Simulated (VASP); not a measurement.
An input for Ansatz (written as the equivalent of a VASP run, and not itself run):

Ansatz 0.2 input:
```yaml
crystal:
  lattice:
    - [4.6838400, 0.0000000, 0.0000000]
    - [-2.3419200, 4.0563250, 0.0000000]
    - [0.0000000, 0.0000000, 7.5895410]
  atoms:
    - { symbol: Mg, position: [0.3333330, 0.6666670, 0.9959900] }
    - { symbol: Mg, position: [0.6666670, 0.3333330, 0.4959900] }
    - { symbol: Te, position: [0.3333330, 0.6666670, 0.3740100] }
    - { symbol: Te, position: [0.6666670, 0.3333330, 0.8740100] }
kpoints:
  mp_grid: { grid: [4, 4, 3] }
hamiltonian:
  xc: pbe
  pseudopotentials: { kind: paw }
scf:
  occupations: { method: fermi_dirac, width: 0.05 }
  max_iter: 100
output: { forces: true, stress: true, eigenvalues: true }
```

Q: Write the VASP files for the same calculation (PBE).

A: Several could match; the one computed here: 
INCAR:
```
SYSTEM = MgTe
PREC = Accurate
ENCUT = 300
EDIFF = 1E-6
NELM = 100
ALGO = Normal
LREAL = .FALSE.
LASPH = .TRUE.
ISMEAR = -1
SIGMA = 0.05
GGA = PE
LMAXMIX = 4
LWAVE = .FALSE.
LCHARG = .FALSE.
ISIF = 2
```

POSCAR:
```
MgTe
1
    4.6838400000     0.0000000000     0.0000000000
   -2.3419200000     4.0563250000     0.0000000000
    0.0000000000     0.0000000000     7.5895410000
Mg Te
2 2
Direct
  0.3333330000   0.6666670000   0.9959900000
  0.6666670000   0.3333330000   0.4959900000
  0.3333330000   0.6666670000   0.3740100000
  0.6666670000   0.3333330000   0.8740100000
```

File KPOINTS:
```
Regular mesh
0
gamma
4 4 3
```

POTCAR, in this order: Mg Te (PBE.64 set). Program: vasp_std.

What does not carry over: each code has its own PAW files, so the cut-off isn't converted (ENCUT is set for VASP's; basis.ecutwfc is left out, and Ansatz then takes the one that its files recommend); Ansatz stops its SCF on the density residual and VASP on the energy change (EDIFF).

The structure comes from a computed database's MgTe entry; how it stands against other phases isn't given here. The cell was not relaxed at this level.
